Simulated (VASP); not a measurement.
The cell holds one CsI (CsCl type) (110) slab, with vacuum along c, ions free to move until forces fall under 0.03 eV/Å, no reconstruction beyond this cell, dipole correction on. Ionisation potential and electron affinity count from the cell's own band edges, surface states included.

Here is the system:

```xyz
6
Lattice="4.6130 0.0000 0.0000 0.0000 6.5237 0.0000 0.0000 0.0000 24.9267" Properties=species:S:1:pos:R:3 pbc="T T T"
Cs     0.0000     3.2619     9.2446
Cs     0.0000     6.5237    12.4633
Cs     0.0000     3.2619    15.6820
I      2.3065     0.0000     9.1850
I      2.3065     3.2619    12.4633
I      2.3065     0.0000    15.7417
```

The numbers are results of r2SCAN meta-GGA, VASP's PBE PAW potentials (set 64) (plane waves; VASP), not measurements. Run with 400 eV cut-off, 5×3×1 Γ-centred mesh, Gaussian smearing of 0.050 eV, potentials Cs_sv I.

Slab and bulk use different k-meshes, so the surface energy is good to a few per cent at best. Unless said otherwise, spin-orbit coupling is left out, though it shifts the bands of the heavy elements here.

Predict its surface energy, ionisation potential, electron affinity, band gap (on the k-mesh).

- surface energy: 9 meV/Å²
- ionisation potential: 5.12 eV
- electron affinity: 1.12 eV
- band gap (on the k-mesh): 4.00 eV

The cell is a thin slab with vacuum, built from CsI (CsCl type): (110) face.
